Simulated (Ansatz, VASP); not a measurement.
# GaN: VASP beside Ansatz

Aim: how closely do two programs agree when they are given the same cell, functional and k mesh? The cell is taken from a series of runs on this material, whose earlier steps may have relaxed, scaled, displaced or heated it; both programs get it as it stands.

Main program and level: Ansatz 0.2.0; plane waves, with VASP 6.6.1 beside it; zone-centre phonons at PBE.

**1. Starting point**

Symmetry: P6_3mc, No. 186, hexagonal system. Conventional cell: a = 3.208 Å, b = 3.208 Å, c = 5.226 Å, α = 90.00°, β = 90.00°, γ = 120.00°. Nearest to N lie 4 Ga at 1.96 to 1.97 Å. Nearest to Ga lie 4 N at 1.96 to 1.97 Å. Farther neighbours and most contacts between anions are not listed.

**2. VASP: zone-centre phonons, PBE**

Second derivatives magnify differences that forces hide, and they need a tight electronic threshold.

Lines of VASP's logs that name or quote its potential files are left out, and so is its time.

INCAR reads:

```
SYSTEM = GaN
PREC = Accurate
ENCUT = 600
EDIFF = 1E-08
NELM = 120
ISMEAR = 0
SIGMA = 0.01
LREAL = .FALSE.
ALGO = Normal
GGA = PE
NBANDS = 24
LORBIT = 11
LWAVE = .FALSE.
LCHARG = .FALSE.
ISIF = 2
IBRION = 8
LEPSILON = .TRUE.
LASPH = .TRUE.
GGA_COMPAT = .FALSE.
EFERMI = MIDGAP
KPAR = 2
```

POSCAR reads:

```
GaN
1.0
    3.2078562552      0.0000000000      0.0000000000
   -1.6039281276      2.7780850087      0.0000000000
    0.0000000000      0.0000000000      5.2260543555
N Ga
2 2
Direct
    0.3333333333      0.6666666667      0.3758480965
    0.6666666667      0.3333333333      0.8758480965
    0.3333333333      0.6666666667      0.9991519035
    0.6666666667      0.3333333333      0.4991519035
```

KPOINTS reads:

```
Automatic mesh
0
Gamma
18 18 8
0 0 0
```

PAW data sets: N and Ga_d (PBE family, release 64).

Started as:

```sh
mpirun -np 2 vasp_std
```

Numbers of over 12 decimals in the logs are rounded to 6 here.

Output:

```text
[banner, memory and clock lines left out]
running    2 mpi-ranks, on    1 nodes
 distrk:  each k-point on    1 cores,    2 groups
 distr:  one band on    1 cores,    1 groups

 POSCAR found type information on POSCAR N Ga
 POSCAR found :  2 types and       4 ions
 LDA part: xc-table for (Slater+PW92), standard interpolation
 POSCAR, INCAR and KPOINTS ok, starting setup
 FFT: planning ... GRIDC
 FFT: planning ... GRID_SOFT
 FFT: planning ... GRID
 WAVECAR not read
 entering main loop
       N       E                     dE             d eps       ncg     rms          rms(c)
DAV:   1     0.294480006640E+03    0.29448E+03   -0.19767E+04  9424   0.303E+03
DAV:   2     0.850934438402E+01   -0.28597E+03   -0.27354E+03  9688   0.554E+02
DAV:   3    -0.270749325267E+02   -0.35584E+02   -0.35246E+02 10624   0.154E+02
DAV:   4    -0.282646096323E+02   -0.11897E+01   -0.11869E+01 11424   0.316E+01
DAV:   5    -0.282848590409E+02   -0.20249E-01   -0.20243E-01 10520   0.365E+00    0.108E+01
DAV:   6    -0.242308877949E+02    0.40540E+01   -0.12672E+01 15128   0.530E+01    0.301E+00
DAV:   7    -0.243470912060E+02   -0.11620E+00   -0.16115E+00  9496   0.108E+01    0.268E+00
DAV:   8    -0.243450185334E+02    0.20727E-02   -0.20291E-01 13904   0.664E+00    0.808E-01
DAV:   9    -0.243271707520E+02    0.17848E-01   -0.79541E-02 15376   0.474E+00    0.346E-01
DAV:  10    -0.243280422263E+02   -0.87147E-03   -0.45873E-03 10000   0.674E-01    0.120E-01
DAV:  11    -0.243279071311E+02    0.13510E-03   -0.14349E-03 13328   0.665E-01    0.362E-02
DAV:  12    -0.243279211820E+02   -0.14051E-04   -0.15119E-04  9552   0.921E-02    0.279E-02
DAV:  13    -0.243279245758E+02   -0.33938E-05   -0.83556E-05 14200   0.122E-01    0.324E-02
DAV:  14    -0.243279206869E+02    0.38889E-05   -0.16669E-05 13024   0.437E-02    0.113E-02
DAV:  15    -0.243279206153E+02    0.71608E-07   -0.18746E-06 10864   0.957E-03    0.571E-03
DAV:  16    -0.243279206232E+02   -0.79071E-08   -0.20141E-07 12808   0.348E-03    0.288E-03
DAV:  17    -0.243279206741E+02   -0.50947E-07   -0.86433E-08 10928   0.309E-03    0.418E-04
DAV:  18    -0.243279206851E+02   -0.10944E-07   -0.32918E-08  8448   0.120E-03    0.259E-04
DAV:  19    -0.243279206770E+02    0.80563E-08   -0.96326E-10  5232   0.336E-04
   1 F= -.24327921E+02 E0= -.24327921E+02  d E =0.000000E+00
 Linear response reoptimize wavefunctions to high precision
DAV:   1    -0.243279206725E+02    0.44993E-08   -0.26954E-10  5072   0.201E-04
DAV:   2    -0.243279206725E+02    0.26375E-10   -0.70404E-11  5008   0.753E-05
 Linear response G [H, r] |phi>, progress :
  Direction:   1
       N       E                     dE             d eps       ncg     rms
RMM:   1    -0.881174105250E+02   -0.88117E+02    0.12700E+02 10566   0.338E+02
 LRF_COMMUTATOR internal error: the vector H(1)-e(1) S(1) |phi(0)> is not orthog
 onal to |phi(0)> (-1.044194345152724E-004,2.359223927328458E-016)
 LRF_COMMUTATOR internal error: the vector H(1)-e(1) S(1) |phi(0)> is not orthog
 onal to |phi(0)> (1.044194345174443E-004,1.065120214249760E-015)
RMM:   2    -0.851747300882E+02    0.29427E+01   -0.25662E+02 16352   0.836E+01
 LRF_COMMUTATOR internal error: the vector H(1)-e(1) S(1) |phi(0)> is not orthog
 onal to |phi(0)> (-1.044194345142802E-004,-3.498069889307232E-015)
 LRF_COMMUTATOR internal error: the vector H(1)-e(1) S(1) |phi(0)> is not orthog
 onal to |phi(0)> (1.044194345186100E-004,2.012279232133096E-016)
RMM:   3    -0.883213796130E+02   -0.31466E+01   -0.20306E+01 17971   0.270E+01
RMM:   4    -0.885086909298E+02   -0.18731E+00   -0.17908E+00 18593   0.652E+00
RMM:   5    -0.885201443490E+02   -0.11453E-01   -0.14623E-01 18756   0.186E+00
RMM:   6    -0.885228782679E+02   -0.27339E-02   -0.24207E-02 18866   0.656E-01
RMM:   7    -0.885232610269E+02   -0.38276E-03   -0.37334E-03 19149   0.235E-01
RMM:   8    -0.885233056250E+02   -0.44598E-04   -0.59671E-04 19228   0.930E-02
RMM:   9    -0.885233102981E+02   -0.46732E-05    0.23207E-06 19471   0.375E-02
RMM:  10    -0.885233270882E+02   -0.16790E-04   -0.49890E-05 19281   0.162E-02
RMM:  11    -0.885233256294E+02    0.14588E-05   -0.89622E-06 18911   0.730E-03
RMM:  12    -0.885233282652E+02   -0.26358E-05   -0.30542E-05 17930   0.377E-03
RMM:  13    -0.885233253030E+02    0.29622E-05    0.13319E-07 17088   0.222E-03
RMM:  14    -0.885233267612E+02   -0.14582E-05   -0.14404E-05 15508   0.161E-03
RMM:  15    -0.885233260797E+02    0.68152E-06   -0.46681E-06 13382   0.133E-03
RMM:  16    -0.885233255108E+02    0.56895E-06   -0.59055E-06 12046   0.123E-03
RMM:  17    -0.885233258361E+02   -0.32535E-06   -0.20723E-05 10788   0.117E-03
RMM:  18    -0.885233254942E+02    0.34189E-06    0.50919E-05  9884   0.116E-03
RMM:  19    -0.885233259922E+02   -0.49793E-06   -0.18923E-06  9193   0.114E-03
 Linear response G [H, r] |phi>, progress :
  Direction:   2
       N       E                     dE             d eps       ncg     rms
[...]
RMM:   6    -0.674332667521E+00   -0.11234E-02   -0.16020E-04 65917   0.700E-02    0.920E-03
RMM:   7    -0.674920671152E+00   -0.58800E-03   -0.26112E-05 68531   0.225E-02    0.427E-03
RMM:   8    -0.675098324236E+00   -0.17765E-03   -0.47253E-06 67117   0.908E-03    0.773E-04
RMM:   9    -0.675144819431E+00   -0.46495E-04   -0.19911E-06 67993   0.352E-03    0.352E-04
[...]
RMM:  10    -0.233670126094E+00    0.71467E-06    0.33974E-09125067   0.119E-04    0.441E-06
RMM:  11    -0.233670155343E+00   -0.29250E-07   -0.13958E-09129167   0.382E-05    0.166E-06
RMM:  12    -0.233670133673E+00    0.21670E-07    0.24742E-09129139   0.149E-05    0.565E-07
RMM:  13    -0.233670136146E+00   -0.24725E-08   -0.65779E-10117952   0.648E-06    0.132E-07
 first order change of Fermi-energy  -0.21346E+00
 force on displaced ion       1 direction 1 : -12.594   0.000   0.000
 Born effective charge ion    1 direction 1 :  -2.627   0.000  -0.000
 Linear response progress:
  Degree of freedom:   2/  4
       N       E                     dE             d eps       ncg     rms          rms(c)
RMM:   1    -0.249576633804E+00   -0.24958E+00    0.18259E-01 33100   0.333E+00
RMM:   2    -0.245800916322E+00    0.37757E-02   -0.17874E-02 21599   0.113E+00    0.135E-01
RMM:   3    -0.246502173110E+00   -0.70126E-03   -0.23298E-03 23562   0.381E-01    0.635E-02
RMM:   4    -0.247489368610E+00   -0.98720E-03   -0.48491E-04 24508   0.155E-01    0.191E-02
RMM:   5    -0.247675308830E+00   -0.18594E-03   -0.47068E-05 25497   0.462E-02    0.805E-03
RMM:   6    -0.247725331963E+00   -0.50023E-04   -0.13347E-06 25338   0.155E-02    0.189E-03
RMM:   7    -0.247719320996E+00    0.60110E-05   -0.26778E-06 23822   0.565E-03    0.809E-04
RMM:   8    -0.247713035118E+00    0.62859E-05    0.79897E-07 24346   0.221E-03    0.269E-04
RMM:   9    -0.247711450444E+00    0.15847E-05    0.12200E-06 23890   0.953E-04    0.448E-05
RMM:  10    -0.247711377442E+00    0.73002E-07    0.28960E-07 25340   0.350E-04    0.169E-05
RMM:  11    -0.247711516696E+00   -0.13925E-06    0.64894E-08 26023   0.123E-04    0.655E-06
RMM:  12    -0.247711557958E+00   -0.41263E-07    0.55485E-08 24623   0.438E-05    0.249E-06
RMM:  13    -0.247711554596E+00    0.33622E-08    0.14705E-08 26377   0.179E-05    0.838E-07
 first order change of Fermi-energy  -0.20167E+00
 force on displaced ion       1 direction 3 :   0.000  -0.000 -16.767
 Born effective charge ion    1 direction 3 :   0.000   0.000  -2.769
 Linear response progress:
  Degree of freedom:   3/  4
       N       E                     dE             d eps       ncg     rms          rms(c)
RMM:   1    -0.162011313394E+00   -0.16201E+00    0.22024E-01 83630   0.787E+00
RMM:   2    -0.160009904882E+00    0.20014E-02   -0.45771E-02119503   0.161E+00    0.546E-02
RMM:   3    -0.160025793444E+00   -0.15889E-04   -0.30309E-03125340   0.399E-01    0.339E-02
RMM:   4    -0.159694690233E+00    0.33110E-03   -0.34885E-04128170   0.132E-01    0.527E-03
RMM:   5    -0.159668813371E+00    0.25877E-04   -0.11714E-04133428   0.448E-02    0.232E-03
RMM:   6    -0.159663700617E+00    0.51128E-05   -0.53947E-05132626   0.175E-02    0.635E-04
RMM:   7    -0.159662615107E+00    0.10855E-05   -0.20728E-05135818   0.725E-03    0.314E-04
RMM:   8    -0.159664217002E+00   -0.16019E-05   -0.20666E-05134128   0.329E-03    0.290E-05
RMM:   9    -0.159662852828E+00    0.13642E-05   -0.70206E-06136753   0.158E-03    0.220E-05
RMM:  10    -0.159663057459E+00   -0.20463E-06   -0.73621E-06135664   0.824E-04    0.599E-06
RMM:  11    -0.159662592394E+00    0.46506E-06   -0.28910E-06136487   0.458E-04    0.559E-06
RMM:  12    -0.159662590560E+00    0.18337E-08   -0.29044E-06136071   0.270E-04    0.192E-06
RMM:  13    -0.159662473506E+00    0.11705E-06   -0.16038E-06135197   0.165E-04    0.128E-06
RMM:  14    -0.159662411104E+00    0.62402E-07   -0.96056E-07132037   0.105E-04    0.173E-06
RMM:  15    -0.159662393172E+00    0.17932E-07   -0.84020E-07126862   0.702E-05    0.508E-06
RMM:  16    -0.159662361239E+00    0.31933E-07   -0.48002E-07121878   0.481E-05    0.339E-06
RMM:  17    -0.159662364885E+00   -0.36461E-08   -0.49424E-07110312   0.333E-05    0.281E-06
RMM:  18    -0.159662331251E+00    0.33634E-07   -0.17490E-07 83829   0.235E-05    0.360E-06
RMM:  19    -0.159662348044E+00   -0.16792E-07   -0.26400E-07126962   0.198E-05    0.190E-07
RMM:  20    -0.159662330471E+00    0.17572E-07   -0.90793E-08 93408   0.133E-05    0.214E-07
RMM:  21    -0.159662337815E+00   -0.73440E-08   -0.16289E-07 71722   0.102E-05    0.306E-07
RMM:  22    -0.159662327062E+00    0.10753E-07   -0.51806E-08 65517   0.810E-06    0.241E-07
RMM:  23    -0.159662330789E+00   -0.37265E-08   -0.87293E-08 60090   0.667E-06    0.287E-07
 first order change of Fermi-energy  -0.35132E+00
 force on displaced ion       3 direction 1 : -12.373   0.000  -0.000
 Born effective charge ion    3 direction 1 :   2.627  -0.000   0.000
 Linear response progress:
  Degree of freedom:   4/  4
       N       E                     dE             d eps       ncg     rms          rms(c)
RMM:   1    -0.176120237237E+00   -0.17612E+00    0.24353E-01 17126   0.803E+00
RMM:   2    -0.172557660252E+00    0.35626E-02   -0.50619E-02 23864   0.164E+00    0.857E-02
RMM:   3    -0.172062960651E+00    0.49470E-03   -0.45778E-03 25573   0.426E-01    0.432E-02
RMM:   4    -0.171664782153E+00    0.39818E-03   -0.16818E-03 26089   0.143E-01    0.196E-02
RMM:   5    -0.171457217501E+00    0.20756E-03   -0.82981E-04 26067   0.599E-02    0.525E-03
RMM:   6    -0.171411312671E+00    0.45905E-04   -0.33383E-04 25697   0.222E-02    0.324E-03
RMM:   7    -0.171404818065E+00    0.64946E-05   -0.15677E-04 26570   0.843E-03    0.897E-04
RMM:   8    -0.171403490460E+00    0.13276E-05   -0.10602E-04 25817   0.341E-03    0.219E-04
RMM:   9    -0.171398743124E+00    0.47473E-05   -0.42213E-05 27039   0.152E-03    0.732E-05
RMM:  10    -0.171396238774E+00    0.25044E-05   -0.13522E-05 26232   0.708E-04    0.318E-05
RMM:  11    -0.171396067024E+00    0.17175E-06   -0.11973E-05 27584   0.328E-04    0.907E-06
RMM:  12    -0.171395128096E+00    0.93893E-06   -0.23856E-06 25356   0.155E-04    0.340E-06
RMM:  13    -0.171395178211E+00   -0.50115E-07   -0.27523E-06 27203   0.810E-05    0.171E-06
RMM:  14    -0.171394963050E+00    0.21516E-06   -0.46307E-07 26762   0.429E-05    0.544E-07
RMM:  15    -0.171395015716E+00   -0.52666E-07   -0.10009E-06 26119   0.243E-05    0.317E-07
RMM:  16    -0.171394982597E+00    0.33119E-07   -0.63516E-07 22886   0.148E-05    0.105E-07
RMM:  17    -0.171394971851E+00    0.10746E-07   -0.52503E-07 17497   0.959E-06    0.982E-08
 first order change of Fermi-energy   0.20152E+00
 force on displaced ion       3 direction 3 :   0.000  -0.000 -18.944
 Born effective charge ion    3 direction 3 :   0.000   0.000   2.769
 Born effective charges drift removed
 Linear response finished
```

[end of part 1 of 3]

[Lines on the potential files, build, host, timing and source positions are cut from VASP's logs without a mark.]

[Logs are printed without paths, hosts, clocks, repeated set-up lines and the standing remarks that a program may print on its own settings, such as how far it seeks lower states.]

[Hosts, paths, dates, database ids (printed as entryN), source tags and the programs' standing remarks are cut or masked in the printed files.]
